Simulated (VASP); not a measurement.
All values below come from TPSS meta-GGA, VASP's PBE PAW potentials (set 64) (plane waves; VASP).

A VASP calculation is set up with these files.

POSCAR:
```
SiO2
1.0
  4.2826977906   0.0000000000   0.0000000000
  0.0000000000   4.2826977906   0.0000000000
  0.0000000000   0.0000000000   2.7427993524
Si O
2 4
Cartesian
  0.0000000000   0.0000000000   2.7427993524
  2.1413488953   2.1413488953   1.3713996762
  1.3107869036   1.3107869036   2.7427993524
  3.4521357989   0.8305619917   1.3713996762
  0.8305619917   3.4521357989   1.3713996762
  2.9719108870   2.9719108870   0.0000000000
```

**INCAR**
```
! general
SYSTEM   =  SiO2
PREC     =  Accurate
ENCUT    =  520
LREAL    =  .FALSE.
LASPH    =  .TRUE.

! electronic loop
EDIFF    =  1E-7
NELM     =  100
ALGO     =  Normal
LMIXTAU  =  .TRUE.

! smearing
ISMEAR   =  0
SIGMA    =  0.05

! functional
METAGGA  =  TPSS

! ions
IBRION   =  2
NSW      =  30
ISIF     =  4
EDIFFG   =  -0.01

! output
LWAVE    =  .FALSE.
LCHARG   =  .FALSE.
```

KPOINTS:
```
Automatic mesh
0
Gamma
5 5 8
0 0 0
```

POTCAR, in this order: Si O (PBE.64 set). Program: vasp_std.

The run wrote:

**OSZICAR**
```
       N       E                     dE             d eps       ncg     rms          rms(c)
DAV:   1     0.291622603119E+03    0.29162E+03   -0.17275E+04  1200   0.162E+03
DAV:   2     0.300744661229E+01   -0.28862E+03   -0.27622E+03  1872   0.518E+02
DAV:   3    -0.116967952762E+02   -0.14704E+02   -0.14533E+02  1456   0.108E+02
DAV:   4    -0.120512288497E+02   -0.35443E+00   -0.35312E+00  1628   0.225E+01
DAV:   5    -0.120560313184E+02   -0.48025E-02   -0.47991E-02  1416   0.213E+00    0.190E+01
DAV:   6    -0.686618767516E+02   -0.56606E+02   -0.27401E+02  1332   0.198E+02    0.179E+01
DAV:   7    -0.668534548705E+02    0.18084E+01   -0.41744E+00  1360   0.226E+01    0.136E+01
DAV:   8    -0.657289910163E+02    0.11245E+01   -0.45187E+01  1328   0.460E+01    0.806E+00
DAV:   9    -0.646219160945E+02    0.11071E+01   -0.44033E+00  1328   0.169E+01    0.255E+00
DAV:  10    -0.647777754320E+02   -0.15586E+00   -0.54456E-01  1348   0.604E+00    0.116E+00
DAV:  11    -0.645233010738E+02    0.25447E+00   -0.15666E-01  1252   0.486E+00    0.454E-01
DAV:  12    -0.647325936380E+02   -0.20929E+00   -0.19635E-01  1224   0.517E+00    0.107E-01
DAV:  13    -0.647924371562E+02   -0.59844E-01   -0.10714E-02  1320   0.136E+00    0.835E-02
DAV:  14    -0.647924157048E+02    0.21451E-04   -0.22813E-04  1384   0.167E-01    0.374E-02
DAV:  15    -0.647924578290E+02   -0.42124E-04   -0.25963E-04  1344   0.153E-01    0.294E-02
DAV:  16    -0.647925455238E+02   -0.87695E-04   -0.63547E-05  1320   0.837E-02    0.960E-03
DAV:  17    -0.647925526165E+02   -0.70926E-05   -0.18357E-05  1392   0.402E-02    0.385E-03
DAV:  18    -0.647925559572E+02   -0.33407E-05   -0.22510E-06  1292   0.190E-02    0.345E-03
DAV:  19    -0.647925564723E+02   -0.51511E-06   -0.37465E-07  1300   0.669E-03    0.114E-03
DAV:  20    -0.647925566751E+02   -0.20284E-06   -0.47591E-08   724   0.281E-03    0.411E-04
DAV:  21    -0.647925567276E+02   -0.52501E-07   -0.81635E-09   708   0.974E-04
   1 F= -.64792557E+02 E0= -.64792557E+02  d E =-.647926E+02
       N       E                     dE             d eps       ncg     rms          rms(c)
DAV:   1    -0.647745065271E+02    0.18050E-01   -0.72650E+00  1216   0.233E+01    0.865E-01
DAV:   2    -0.648075310089E+02   -0.33024E-01   -0.25535E-01  1400   0.419E+00    0.439E-01
DAV:   3    -0.648097219483E+02   -0.21909E-02   -0.10525E-02  1372   0.993E-01    0.212E-01
DAV:   4    -0.648070830490E+02    0.26389E-02   -0.31532E-03  1480   0.744E-01    0.349E-02
DAV:   5    -0.648086962906E+02   -0.16132E-02   -0.25955E-03  1272   0.585E-01    0.414E-02
DAV:   6    -0.648097429743E+02   -0.10467E-02   -0.42587E-04  1328   0.213E-01    0.149E-02
DAV:   7    -0.648098290598E+02   -0.86085E-04   -0.45819E-05  1320   0.659E-02    0.638E-03
DAV:   8    -0.648098532937E+02   -0.24234E-04   -0.11069E-05  1324   0.348E-02    0.295E-03
DAV:   9    -0.648098500543E+02    0.32394E-05   -0.24503E-06  1272   0.178E-02    0.123E-03
DAV:  10    -0.648098532781E+02   -0.32238E-05   -0.13165E-06  1256   0.137E-02    0.494E-04
DAV:  11    -0.648098539165E+02   -0.63849E-06   -0.23245E-07  1092   0.539E-03    0.308E-04
DAV:  12    -0.648098539708E+02   -0.54279E-07   -0.42439E-08   676   0.210E-03
   2 F= -.64809854E+02 E0= -.64809854E+02  d E =-.172972E-01
       N       E                     dE             d eps       ncg     rms          rms(c)
DAV:   1    -0.648096382000E+02    0.21572E-03   -0.81638E-02  1216   0.247E+00    0.904E-02
DAV:   2    -0.648100004039E+02   -0.36220E-03   -0.28452E-03  1408   0.443E-01    0.471E-02
DAV:   3    -0.648100228899E+02   -0.22486E-04   -0.12186E-04  1380   0.106E-01    0.225E-02
DAV:   4    -0.648099975259E+02    0.25364E-04   -0.35014E-05  1500   0.780E-02    0.369E-03
DAV:   5    -0.648100121191E+02   -0.14593E-04   -0.28157E-05  1260   0.609E-02    0.450E-03
DAV:   6    -0.648100244958E+02   -0.12377E-04   -0.61665E-06  1296   0.259E-02    0.164E-03
DAV:   7    -0.648100254746E+02   -0.97875E-06   -0.61362E-07  1316   0.787E-03    0.375E-04
DAV:   8    -0.648100255675E+02   -0.92914E-07   -0.73356E-08   752   0.303E-03
   3 F= -.64810026E+02 E0= -.64810026E+02  d E =-.174688E-01
       N       E                     dE             d eps       ncg     rms          rms(c)
DAV:   1    -0.648142183748E+02   -0.41929E-02   -0.35424E-01  1300   0.527E+00    0.424E-01
DAV:   2    -0.648114988361E+02    0.27195E-02   -0.43199E-03  1372   0.579E-01    0.242E-01
DAV:   3    -0.648103270313E+02    0.11718E-02   -0.19255E-03  1360   0.465E-01    0.226E-02
DAV:   4    -0.648111543747E+02   -0.82734E-03   -0.59131E-04  1244   0.284E-01    0.124E-02
DAV:   5    -0.648111541638E+02    0.21083E-06   -0.15933E-04  1292   0.144E-01    0.945E-03
DAV:   6    -0.648112878317E+02   -0.13367E-03   -0.38724E-05  1268   0.771E-02    0.227E-03
DAV:   7    -0.648112904999E+02   -0.26681E-05   -0.25340E-06  1344   0.189E-02    0.167E-03
DAV:   8    -0.648112893364E+02    0.11635E-05   -0.63978E-07  1324   0.918E-03    0.107E-03
DAV:   9    -0.648112914016E+02   -0.20652E-05   -0.10131E-06  1240   0.107E-02    0.277E-04
DAV:  10    -0.648112921116E+02   -0.70999E-06   -0.18170E-07   800   0.563E-03    0.105E-04
DAV:  11    -0.648112921188E+02   -0.72077E-08   -0.17184E-08   660   0.137E-03
   4 F= -.64811292E+02 E0= -.64811292E+02  d E =-.126655E-02
       N       E                     dE             d eps       ncg     rms          rms(c)
DAV:   1    -0.648117733577E+02   -0.48125E-03   -0.28697E-02  1296   0.150E+00    0.121E-01
DAV:   2    -0.648115499445E+02    0.22341E-03   -0.35146E-04  1372   0.165E-01    0.689E-02
DAV:   3    -0.648114524221E+02    0.97522E-04   -0.15741E-04  1360   0.133E-01    0.651E-03
DAV:   4    -0.648115226932E+02   -0.70271E-04   -0.47661E-05  1256   0.805E-02    0.365E-03
DAV:   5    -0.648115228014E+02   -0.10823E-06   -0.12059E-05  1276   0.395E-02    0.272E-03
DAV:   6    -0.648115330469E+02   -0.10245E-04   -0.34190E-06  1252   0.230E-02    0.656E-04
DAV:   7    -0.648115333443E+02   -0.29741E-06   -0.31170E-07  1168   0.702E-03    0.431E-04
DAV:   8    -0.648115333372E+02    0.71323E-08   -0.75316E-08   760   0.322E-03
   5 F= -.64811533E+02 E0= -.64811533E+02  d E =-.150777E-02
```

File OUTCAR:
```
------------------------ aborting loop because EDIFF is reached ----------------------------------------
  FORCE on cell =-STRESS in cart. coord.  units (eV):
  Direction    XX          YY          ZZ          XY          YZ          ZX
  --------------------------------------------------------------------------------------
  Total       -4.4436432     -4.4436432     -4.4421683     -0.0000000      0.0000000      0.0000000
  in kB     -141.5209909   -141.5209909   -141.4740207     -0.0000000      0.0000000      0.0000000
  external PRESSURE =    -141.5053341 kB  Pullay stress =       0.0000000 kB
  volume of cell :       50.31
      direct lattice vectors                 reciprocal lattice vectors
     4.306184326  0.000000000  0.000000000     0.232224151 -0.000000000  0.000000000
     0.000000000  4.306184326  0.000000000    -0.000000000  0.232224151  0.000000000
     0.000000000  0.000000000  2.712961717     0.000000000  0.000000000  0.368600852
 POSITION                                       TOTAL-FORCE (eV/Angst)
 -----------------------------------------------------------------------------------
      0.00000      0.00000      0.00000        -0.000000      0.000000      0.000000
      2.15309      2.15309      1.35648        -0.000000      0.000000      0.000000
      1.33031      1.33031      0.00000         0.000876      0.000876     -0.000000
      3.48340      0.82278      1.35648         0.000876     -0.000876      0.000000
      0.82278      3.48340      1.35648        -0.000876      0.000876      0.000000
      2.97588      2.97588      0.00000        -0.000876     -0.000876      0.000000
 -----------------------------------------------------------------------------------
    total drift:                                0.000000     -0.000000     -0.000000
  FREE ENERGIE OF THE ION-ELECTRON SYSTEM (eV)
  ---------------------------------------------------
  free  energy   TOTEN  =       -64.8115333372 eV

  energy  without entropy=      -64.8115333372  energy(sigma->0) =      -64.81153334

 reached required accuracy - stopping structural energy minimisation
```
(Selected blocks of OUTCAR.)

CONTCAR:
```
SiO2
   1.00000000000000
     4.3061843259749377    0.0000000000000000    0.0000000000000000
     0.0000000000000000    4.3061843259749377    0.0000000000000000
     0.0000000000000000    0.0000000000000000    2.7129617168483326
  Si              O
     2     4
Direct
     0.0000000000000000    0.0000000000000000    0.0000000000000000
     0.5000000000000000    0.5000000000000000    0.5000000000000000
     0.3089296484593635    0.3089296484593635    0.0000000000000000
     0.8089296484593634    0.1910703515406365    0.5000000000000000
     0.1910703515406365    0.8089296484593634    0.5000000000000000
     0.6910703515406366    0.6910703515406366    0.0000000000000000
```

### OUTCAR
```
 val. band max:        7.0239550113   @ k =   0.0000   0.0000   0.0000

 cond. band min:      11.7242277959   @ k =   0.0000   0.0000   0.0000


 Fermi energy:         7.3348715142

 k-point     1 :       0.0000    0.0000    0.0000
  band No.  band energies     occupation
      1     -15.2778      2.00000
      2     -12.0475      2.00000
      3     -12.0475      2.00000
      4     -11.9889      2.00000
      5      -3.2962      2.00000
      6       0.9861      2.00000
      7       0.9861      2.00000
      8       1.3677      2.00000
      9       2.0181      2.00000
     10       2.1609      2.00000
     11       4.1022      2.00000
     12       4.1022      2.00000
     13       4.5194      2.00000
     14       6.2056      2.00000
     15       6.2056      2.00000
     16       7.0240      2.00000
     17      11.7242      0.00000
     18      13.7332      0.00000
     19      15.3493      0.00000
     20      15.3493      0.00000

 k-point     2 :       0.2000    0.0000    0.0000
  band No.  band energies     occupation
      1     -15.0912      2.00000
      2     -12.8204      2.00000
      3     -11.9624      2.00000
      4     -11.5808      2.00000
      5      -3.0260      2.00000
      6       0.0278      2.00000
      7       1.1395      2.00000
      8       1.9676      2.00000
      9       2.1609      2.00000
     10       2.9104      2.00000
     11       3.7521      2.00000
     12       4.1765      2.00000
     13       4.6061      2.00000
     14       5.3891      2.00000
     15       6.1312      2.00000
     16       6.7326      2.00000
     17      12.3954      0.00000
     18      14.0099      0.00000
     19      15.4263      0.00000
     20      15.4347      0.00000

 k-point     3 :       0.4000    0.0000    0.0000
  band No.  band energies     occupation
      1     -14.5545      2.00000
      2     -13.7458      2.00000
      3     -11.7513      2.00000
      4     -11.5520      2.00000
      5      -2.3036      2.00000
...
```

The compound is SiO2 in the rutile structure, stishovite, a high-pressure form. This cell is one point of a volume scan, at 1.06 of the reference volume. Symmetry was kept, so distortions that lower it aren't found.
